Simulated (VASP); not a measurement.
Data:

```
CELL_PARAMETERS angstrom
      4.09511     0.00000     0.00000
      0.00000     4.09511     0.00000
      0.00000     0.00000     4.09511
ATOMIC_POSITIONS crystal
  K  0.00000 0.00000 0.00000
  Zn 0.50000 0.50000 0.50000
  F  0.50000 0.00000 0.50000
  F  0.00000 0.50000 0.50000
  F  0.50000 0.50000 0.00000
```

Level of theory: MS2 meta-GGA, VASP's PBE PAW potentials (set 64) (plane waves; VASP). Run with 520 eV cut-off, 6×6×6 Γ-centred mesh, Gaussian smearing of 0.050 eV, potentials K_sv Zn F.

Task: Give the stress tensor in GPa (positive for a compressed cell).

Result: 
```
-1.84   0.00   0.00
 0.00  -1.84   0.00
 0.00   0.00  -1.84
```
The pressure is its mean diagonal, -1.84 GPa.

The compound is KZnF3 in the cubic perovskite structure. This cell is one point of a volume scan, at 1.03 of the reference volume.
